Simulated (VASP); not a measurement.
All values below come from optB88-vdW, VASP's PBE PAW potentials (set 64) (plane waves; VASP).

The input files of a VASP run:

### INCAR
```
# general
SYSTEM    =  C monolayer
PREC      =  Normal
ENCUT     =  500
LREAL     =  .FALSE.
LASPH     =  .TRUE.

# electronic loop
EDIFF     =  1E-6
NELM      =  100
NELMIN    =  4
ALGO      =  Normal

# smearing
ISMEAR    =  1
SIGMA     =  0.1

# functional
GGA       =  BO
LUSE_VDW  =  .TRUE.
AGGAC     =  0.0
PARAM1    =  0.1833333333
PARAM2    =  0.22

# output
LWAVE     =  .FALSE.
LCHARG    =  .FALSE.
LORBIT    =  11
LVHAR     =  .TRUE.
```

**POSCAR**
```
C monolayer
1
    2.4653306075     0.0000000000     0.0000000000
   -1.2326653038     2.1350384383     0.0000000000
    0.0000000000     0.0000000000    15.8714800440
C
2
Direct
  0.0000000000   0.0000000000   0.5000000000
  0.6666670000   0.3333330000   0.5000000000
```

KPOINTS:
```
kpoints
0
gamma
24 24 1
```

POTCAR, in this order: C (PBE.64 set). Program: vasp_std. Read from the step before: WAVECAR.

What does the run give for the energy per atom (σ→0), band gap (on the k-mesh)?

- energy per atom (σ→0) = -7959 meV/atom
- band gap (on the k-mesh) = none (metal, semimetal or under 0.01 eV)

**OSZICAR**
```
       N       E                     dE             d eps       ncg     rms          rms(c)
DAV:   1    -0.159181553079E+02   -0.15918E+02   -0.38352E-07  1056   0.745E-03    0.618E-05
DAV:   2    -0.159181550931E+02    0.21481E-06   -0.20212E-07  1056   0.557E-03    0.593E-05
DAV:   3    -0.159181553854E+02   -0.29229E-06   -0.21350E-07  1088   0.550E-03    0.580E-05
DAV:   4    -0.159181551045E+02    0.28090E-06   -0.22558E-08  1032   0.210E-03
   1 F= -.15918155E+02 E0= -.15918090E+02  d E =-.195899E-03
```

The cell is a sheet with vacuum, built from C (graphite).
